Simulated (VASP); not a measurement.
These are PBE GGA, VASP's PBE PAW potentials (set 64) (plane waves; VASP 6.6.1) values and carry that method's errors.

A VASP calculation is set up with these files.

KPOINTS:
```
K-points
0
gamma
  10 10 10
0 0 0
```

POSCAR:
```
WSi2
1
   -1.6050000000     1.6050000000     3.9150000000
    1.6050000000    -1.6050000000     3.9150000000
    1.6050000000     1.6050000000    -3.9150000000
Si W
2 1
Direct
  0.6650000000   0.6650000000   0.0000000000
  0.3350000000   0.3350000000   0.0000000000
  0.0000000000   0.0000000000   0.0000000000
```

**INCAR**
```
ALGO = Normal
EDIFF = 1E-6
ENCUT = 300
GGA = PE
ISIF = 2
ISMEAR = -1
LASPH = T
LCHARG = F
LMAXMIX = 6
LREAL = F
LWAVE = F
NELM = 100
PREC = Accurate
SIGMA = 0.03
SYSTEM = WSi2
```

POTCAR, in this order: Si W_sv (PBE.64 set). Program: vasp_std.

What VASP printed:

**OUTCAR**
```
 ion  position               nearest neighbor table
   1  0.665  0.665  0.000-   2 2.58   3 2.61   3 2.61   3 2.61   3 2.61   3 2.62   2 2.63   2 2.63
                             2 2.63   2 2.63
   2  0.335  0.335  0.000-   1 2.58   3 2.61   3 2.61   3 2.61   3 2.61   3 2.62   1 2.63   1 2.63
                             1 2.63   1 2.63
   3  0.000  0.000  0.000-   2 2.61   1 2.61   1 2.61   1 2.61   1 2.61   2 2.61   2 2.61   2 2.61
                             1 2.62   2 2.62
  LATTYP: Found a body centered tetragonal cell.
 ALAT       =     3.2100000000
 C/A-ratio  =     2.4392523364
 Subroutine PRICEL returns:
 Original cell was already a primitive cell.
 Subroutine GETGRP returns: Found 16 space group operations
The static configuration has the point symmetry D_4h.
The dynamic configuration has the point symmetry D_4h.
 Subroutine INISYM returns: Found 16 space group operations
 Subroutine IBZKPT returns following result:
 Found    102 irreducible k-points:

 Following reciprocal coordinates:
            Coordinates               Weight
  0.000000  0.000000  0.000000      1.000000
  0.100000  0.000000  0.000000      8.000000
  0.200000  0.000000  0.000000      8.000000
  0.300000  0.000000 -0.000000      8.000000
...
```

OSZICAR:
```
       N       E                     dE             d eps       ncg     rms          rms(c)
DAV:   1     0.883622852401E+02    0.88362E+02   -0.81837E+03  3084   0.100E+03
DAV:   2    -0.231287180352E+02   -0.11149E+03   -0.10946E+03  3676   0.277E+02
DAV:   3    -0.256261333830E+02   -0.24974E+01   -0.24053E+01  3949   0.397E+01
DAV:   4    -0.256422332054E+02   -0.16100E-01   -0.16075E-01  3613   0.364E+00
DAV:   5    -0.256424148526E+02   -0.18165E-03   -0.18164E-03  3935   0.363E-01    0.255E+01
DAV:   6    -0.248903475769E+02    0.75207E+00   -0.45281E+00  3655   0.158E+01    0.885E+00
DAV:   7    -0.248078133975E+02    0.82534E-01   -0.30998E-01  3473   0.325E+00    0.467E+00
DAV:   8    -0.247853712371E+02    0.22442E-01   -0.47415E-02  3900   0.191E+00    0.314E-01
DAV:   9    -0.247849458193E+02    0.42542E-03   -0.13603E-03  3627   0.285E-01    0.181E-01
DAV:  10    -0.247848681651E+02    0.77654E-04   -0.32721E-04  3837   0.176E-01    0.377E-02
DAV:  11    -0.247848621366E+02    0.60285E-05   -0.37895E-05  3690   0.483E-02    0.141E-02
DAV:  12    -0.247848623033E+02   -0.16673E-06   -0.13888E-06  2573   0.851E-03
   1 F= -.24784862E+02 E0= -.24784176E+02  d E =-.137334E-02
```

OUTCAR:
```
------------------------ aborting loop because EDIFF is reached ----------------------------------------
  FORCE on cell =-STRESS in cart. coord.  units (eV):
  Direction    XX          YY          ZZ          XY          YZ          ZX
  --------------------------------------------------------------------------------------
  Total        0.8861370      0.8861370      0.8169449      0.0000000      0.0000000      0.0000000
  in kB       35.1940786     35.1940786     32.4460259      0.0000000      0.0000000      0.0000000
  external PRESSURE =      34.2780611 kB  Pullay stress =       0.0000000 kB
  volume of cell :       40.34
      direct lattice vectors                 reciprocal lattice vectors
    -1.605000000  1.605000000  3.915000000     0.000000000  0.311526480  0.127713921
     1.605000000 -1.605000000  3.915000000     0.311526480  0.000000000  0.127713921
     1.605000000  1.605000000 -3.915000000     0.311526480  0.311526480  0.000000000
 POSITION                                       TOTAL-FORCE (eV/Angst)
 -----------------------------------------------------------------------------------
      0.00000      0.00000      5.20695         0.000000      0.000000      0.090136
      0.00000      0.00000      2.62305        -0.000000     -0.000000     -0.090136
      0.00000      0.00000      0.00000         0.000000      0.000000     -0.000000
 -----------------------------------------------------------------------------------
    total drift:                                0.000000      0.000000     -0.000000
  FREE ENERGIE OF THE ION-ELECTRON SYSTEM (eV)
  ---------------------------------------------------
  free  energy   TOTEN  =       -24.7848623033 eV

  energy  without entropy=      -24.7834889630  energy(sigma->0) =      -24.78417563
```
(Selected blocks of OUTCAR.)

At this cut-off the stress carries a Pulay error, which pulls relaxed volumes low.

The structure is a typed WSi2 crystal. The cell was not relaxed at this level. The run is one of a series of settings (SIGMA = 0.03, KPOINTS 10×10×10 Γ-centred mesh against the base run), some of them coarse on purpose.
